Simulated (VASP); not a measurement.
```
CELL_PARAMETERS angstrom
      2.98691     0.00000     0.00000
     -1.49345     2.58674     0.00000
      0.00000     0.00000     5.41581
ATOMIC_POSITIONS crystal
  Pd 0.00000 0.00000 0.00000
  Pd 0.00000 0.00000 0.50000
  C  0.33333 0.66667 0.25000
  C  0.66667 0.33333 0.75000
```

Level of theory: PBEsol GGA, VASP's PBE PAW potentials (set 64) (plane waves; VASP). Run with 520 eV cut-off, 13×13×7 Γ-centred mesh, tetrahedra with Blöchl corrections, potentials Pd C.

### Question
Predict the energy per atom (σ→0), band gap (on the k-mesh) with the smallest direct gap where there is one.

### Answer

The band gap (on the k-mesh) is none (metal, semimetal or under 0.01 eV) and the energy per atom (σ→0) is -6.580 eV/atom.

Total energies compare only between runs with the same potentials, cut-off and functional.

The structure was generated: PdC was put into the NiAs type type (P6_3/mmc), which need not be its known phase. It was relaxed first, which changed the volume by -14 %.
